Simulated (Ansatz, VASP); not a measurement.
# Te2As: VASP beside Ansatz, part 2 of 2

One calculation is typed for both programs; each brings its own data sets. How far apart do they land? The cell is generated by rule, not measured, and may not be a known phase. The cell is taken from a series of runs on this material, whose earlier steps may have relaxed, scaled, displaced or heated it; both programs get it as it stands.

VASP 6.6.1 and Ansatz 0.2.0.

So far: The starting structure; VASP: zone-centre phonons, LDA.

The structure was built from a prototype and need not be the compound's stable phase.

## 3. Ansatz: zone-centre phonons, LDA

Level of this step: Ansatz beside VASP: Kohn-Sham DFT, plane waves, LDA (Ansatz).

Ansatz runs on its default PAW (the set named soft_2) files.

The same cell, functional (in two slightly different forms), mesh and smearing now go to Ansatz, which takes its cutoff from its data sets.

File input.yaml:

```yaml
crystal:
  lattice:
    - [0.0, 3.4682328996, 3.4682328996]
    - [3.4682328996, 0.0, 3.4682328996]
    - [3.4682328996, 3.4682328996, 0.0]
  atoms:
    - { symbol: As, position: [0.0, 0.0, 0.0] }
    - { symbol: Te, position: [0.75, 0.75, 0.75] }
    - { symbol: Te, position: [0.25, 0.25, 0.25] }
kpoints:
  mp_grid: { grid: [10, 10, 10] }
hamiltonian:
  xc: lda
scf:
  occupations: { method: methfessel_paxton, width: 0.15 }
output:
  eigenvalues: true
phonons:
  method: dfpt
```

Launch:

```console
> ansatz run input.yaml --threads 8 --pin off --max-ram 14336MiB --backend cpu --events-out ev --progress --plain --runs-dir out
```

Numbers of over 12 decimals in the logs are rounded to 6 here.

Log:

```text
zone centre: on kpoints.mp_grid the ground state, and the responses unless they are solved on pairs of k-points, stand on 102 of the mesh's 1000 k-points, reduced under 8 symmetry operations, with k and −k counted as one. Each operation leaves every solved displacement unchanged or reverses it
Engine: ansatz 0.2.0, aarch64-unknown-linux-gnu
Pseudopotentials: kind: paw
Pseudopotential: As, paw, valence charge 15, recommended cutoff 420 eV (normal), As.paw.azcp
Pseudopotential: Te, paw, valence charge 16, recommended cutoff 420 eV (normal), Te.paw.azcp
Functional definition: SPW92
  exchange = slater_x
  correlation = pw_c
Crystal: 3 atoms, lattice volume = 83.436 Å³
Basis set: ecut = 420 eV, 1639 PW (Γ), exchange–correlation on 72×72×72 points (8 copies of the dense FFT grid, shifted against one another)
Bands: 29, of which v1, the nominal top of the filled ones, is band 24 counted from 1 (23 counted from 0)
Symmetry: 48 space group operations
k-points: 102 of 1000 (irreducible under 8 space group operations, time reversal used)
Non-local potential: As, projectors of the file, l = 0: 2, l = 1: 2, l = 2: 3, l = 3: 1
Non-local potential: Te, projectors of the file, l = 0: 2, l = 1: 2, l = 2: 2, l = 3: 2
PAW form: soft (Blöchl's): semilocal exchange-correlation on the pseudo side does not see the compensation charge
PAW frozen core: As, regenerated for the run's functional, and the local potential with it (the file was generated under x = pbe(κ = 0.804, μ = 0.219515), c = pbe(β = 0.066725))
PAW frozen core: Te, regenerated for the run's functional, and the local potential with it (the file was generated under x = pbe(κ = 0.804, μ = 0.219515), c = pbe(β = 0.066725))
PAW one-centre angular grid: As, 590 points (default); XC on 64 Gauss nodes
PAW one-centre angular grid: Te, 590 points (default); XC on 64 Gauss nodes
Initial density: superposition of atomic densities (neutral atoms: chi_scale 0, normalization atom), corrected by the library's trained network
Initial wavefunctions: pseudopotential atomic-orbital guess
Functional: x = slater, c = lda
SCF iter   1: F=—  HF=-18427.063834 eV  |F-HF|=—  |Δ(HF+E_count)|=         —  Δρ=6.42e-3  dr2=5.29e-2  ethr=1.77e-3  ⟨swp⟩=6.6  Hψ=12808  notcnv=0
preconditioner: auto → LDOS  [metal: Δε(μ)=0.044 eV  Ē_g=9.076 eV  σ=0.150 eV  W_gap=0.24  n_scr=14 (ndim 8)  ℏωp=16.8 eV  f_vac=0.052  D(μ)=2.75/eV (n_scr^D=14)  β→1.0]
SCF iter   2: F=—  HF=-18427.047264 eV  |F-HF|=—  |Δ(HF+E_count)|=   1.66e-2  S|Δr|=    0.00e0  Δρ=9.47e-4  dr2=8.46e-4  ethr=1.13e-4  ⟨swp⟩=1.3  Hψ=3809  notcnv=0  defer=1
SCF iter   3: F=—  HF=-18427.047224 eV  |F-HF|=—  |Δ(HF+E_count)|=   3.97e-5  S|Δr|=    0.00e0  Δρ=4.50e-4  dr2=2.26e-4  ethr=1.80e-6  ⟨swp⟩=3.0  Hψ=6196  notcnv=0  defer=1
SCF iter   4: F=—  HF=-18427.046860 eV  |F-HF|=—  |Δ(HF+E_count)|=   3.65e-4  S|Δr|=    0.00e0  Δρ=1.40e-4  dr2=1.25e-5  ethr=4.81e-7  ⟨swp⟩=2.0  Hψ=4254  notcnv=0  defer=1
SCF iter   5: F=—  HF=-18427.046859 eV  |F-HF|=—  |Δ(HF+E_count)|=   8.04e-7  S|Δr|=    0.00e0  Δρ=1.78e-5  dr2=3.45e-7  ethr=2.66e-8  ⟨swp⟩=2.0  Hψ=4242  notcnv=0  defer=1
SCF iter   6: F=—  HF=-18427.046859 eV  |F-HF|=—  |Δ(HF+E_count)|=   5.33e-7  S|Δr|=    0.00e0  Δρ=3.31e-6  dr2=1.05e-8  ethr=7.33e-10  ⟨swp⟩=2.6  Hψ=5329  notcnv=0  defer=1
SCF iter   7: F=—  HF=-18427.046859 eV  |F-HF|=—  |Δ(HF+E_count)|=   1.84e-9  S|Δr|=    0.00e0  Δρ=7.55e-7  dr2=3.75e-10  ethr=2.24e-11  ⟨swp⟩=2.0  Hψ=5282  notcnv=0  defer=1
SCF iter   8: F=—  HF=-18427.046859 eV  |F-HF|=—  |Δ(HF+E_count)|=  2.55e-10  S|Δr|=    0.00e0  Δρ=1.50e-7  dr2=1.37e-11  ethr=1.00e-12  ⟨swp⟩=2.0  Hψ=5283  notcnv=0  defer=1
SCF iter   9: F=-18427.046859 eV  HF=-18427.046859 eV  |F-HF|=0.00e0  |Δ(HF+E_count)|=    0.00e0  S|Δr|=    0.00e0  Δρ=2.09e-8  dr2=2.73e-13  ethr=1.00e-12  ⟨swp⟩=9.3  Hψ=13807  notcnv=0
SCF 1 converged in 9 iterations: F = -18427.046859 eV  dr2 = 2.73e-13
  greatest PAW one-centre occupation: 0.999 electrons in one spin orbital (limit 2), on the As atom at site 0 (counted from 0), in its partial waves of l = 2
DFPT response loops at Γ: preconditioner auto → Kerker (q_TF=auto, 2.479 Å⁻¹) (partly filled bands, converged f_vac=0.054); β = 1.00, the filter's whole step (`scf.mixing.beta` (0.50) is not read by the response loops under this deck's `scf.mixing.preconditioner`; to damp them name `kerker` or `kerker_dos`, under which they read `scf.mixing.beta`, and type it under 1.00, their step now; both keys bind the ground state too); Broyden in place of MSR1
SCF converged after 9 iterations
Stability not checked: this state was not tested for a lower state beside it, because cold or Methfessel-Paxton smearing, or corrected tetrahedra, fill the levels in a way that the test cannot read (fill_not_monotonic; see scf.lower_state_search)
Free energy (F): -18427.046859 eV
Harris-Foulkes:  -18427.046859 eV  (|F-HF|=0.00e0)
Internal energy: -18427.042062 eV  (E = F + TS)
E sigma→0 (E₀):  -18427.045659 eV
Entropy (-TS):   -0.004797 eV (-1.599 meV/atom)
Fermi energy:    10.090676 eV
--- Per-component energies (eV) ---
  E_band       = -739.556713
  E_kinetic    = 466.670018
  E_local      = -4168.072017  (includes V_loc(G=0)·N_el)
  E_nonlocal   = -1275.892505
  E_hartree    = 2530.953378
  E_xc         = -327.378373
  E_vxc        = -289.985062  (∫ρ·V_xc dr)
  E_paw        = -10771.204823  (= ΣΔE_a)
  E_vpaw       = -534.183626  (= ΣTr[D̂ρ^β])
  E_aug_tail   = -0.000290  (compensation charges beyond the density's cutoff)
  E_ewald      = -4885.550002
  E_core_change = 3.432552  (= ΣΔE_core)
  E_smearing   = -0.004797  (= −TS)
  E_closure    = -0.000000  (closes the sum)
  Σ components = -18427.046859   (vs F -18427.046859, Δ=0.00e0)
--- Band table (eV; the first three rows and the last of 102) ---
  k-point 0: bands = [... 20 lower, 6.5760, 6.9472, 6.9472, 6.9472, 11.0469, 11.0469, 11.0469, 14.3117, ... 1 higher]
  k-point 1: bands = [... 20 lower, 6.3321, 7.1930, 7.1930, 7.8311, 10.9414, 10.9626, 10.9626, 14.6932, ... 1 higher]
  k-point 2: bands = [... 20 lower, 6.0765, 7.4542, 7.4542, 8.9371, 10.9034, 10.9272, 10.9272, 15.6255, ... 1 higher]
  k-point 101: bands = [... 20 lower, 7.2361, 7.3652, 10.6870, 10.8355, 11.2878, 11.8783, 12.0797, 15.8743, ... 1 higher]
--- Phonons (Γ-DFPT): 2 representative perturbations + reference, on 102 of 1000 k-points (Σ response iterations 6) ---
  k mesh reduced under 8 symmetry operations, with k and −k counted as one. Each operation leaves every solved displacement unchanged or reverses it
  ASR residual: 4.449e-5 → 0.000e0 eV/Å²; symmetrization residual: 7.891e-7 eV/Å²
  ASR residual per site (eV/Å²): 4.45e-5 1.56e-5 1.56e-5
  Γ frequencies (cm⁻¹): 0.00 0.00 0.00 50.11 50.11 50.11 84.47 84.47 84.47
  non-analytic LO–TO correction: not included (Born effective charges unavailable; polar crystals: no LO–TO splitting at Γ)
```

## 4. Comparison

Known differences besides the potentials themselves: the two LDA forms differ slightly; the data sets hold 47 valence electrons in Ansatz (on its default PAW (the set named soft_2) files) and 17 in VASP; the cutoff is 420 eV in Ansatz and 500 eV in VASP; VASP's log shows a relativistic correction to its local exchange, Ansatz's none. Total energies have different zeros and are not compared.

Compared:

| quantity | Ansatz | VASP | difference |
| --- | --- | --- | --- |
| optical mode 1 to 3 (cm⁻¹) | 50.1 | 53.1 | -5.61 % |
| optical mode 4 to 6 (cm⁻¹) | 84.5 | 84.5 | -0.09 % |

Modes are paired by rising frequency, not by their patterns, so a pair may set unlike modes beside each other; they are those without the splitting of longitudinal modes.

## 5. What came out

| Item | Value |
| --- | --- |
| r.m.s. difference of the optical zone-centre modes, each program's sorted by frequency (zone-centre phonons, LDA) | 2.1 cm⁻¹ |
| difference in optical mode 1 to 3 (zone-centre phonons, LDA) | -5.6 % |

**Reading.** The r.m.s. difference of the optical zone-centre modes, each program's sorted by frequency is 2.1 cm⁻¹ (zone-centre phonons, LDA). The data sets hold unlike numbers of valence electrons (47 in Ansatz and 17 in VASP), so part of the differences comes from the potentials. Among the rows given in per cent, the largest difference of the zone-centre phonons, LDA pair is in optical mode 1 to 3, -5.6 %. 1 further run of this series is not shown here. How closely two codes agree says nothing of how well the functional describes the real material.

[Lines on the potential files, build, host, timing and source positions are cut from VASP's logs without a mark.]

[Logs are printed without paths, hosts, clocks, repeated set-up lines and the standing remarks that a program may print on its own settings, such as how far it seeks lower states.]

[Hosts, paths, dates, database ids (printed as entryN), source tags and the programs' standing remarks are cut or masked in the printed files.]
